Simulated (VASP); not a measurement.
Consider the following.

```yaml
crystal:
  lattice:
    - [0.00000, 2.32757, 2.32757]
    - [2.32757, 0.00000, 2.32757]
    - [2.32757, 2.32757, 0.00000]
  atoms:
    - { symbol: Cd, position: [0.00000, 0.00000, 0.00000] }
    - { symbol: O, position: [0.50000, 0.50000, 0.50000] }
```

Calculation: PBEsol GGA, VASP's PBE PAW potentials (set 64) (plane waves; VASP). Run with 620 eV cut-off, 13×13×13 Γ-centred mesh, first-order Methfessel-Paxton smearing of 0.10 eV, potentials Cd O.

Question: Predict the energy per atom (σ→0), pressure, band gap (on the k-mesh) with the smallest direct gap where there is one.

Answer: 
The band gap (on the k-mesh) is none (metal, semimetal or under 0.01 eV). The energy per atom (σ→0) comes out as -4.246 eV/atom. The pressure is 4.97 GPa.

The absolute energy has meaning only against runs of the same code, potentials and settings.

The compound is CdO in the rock salt structure. It was relaxed first under an external pressure of 5 GPa.
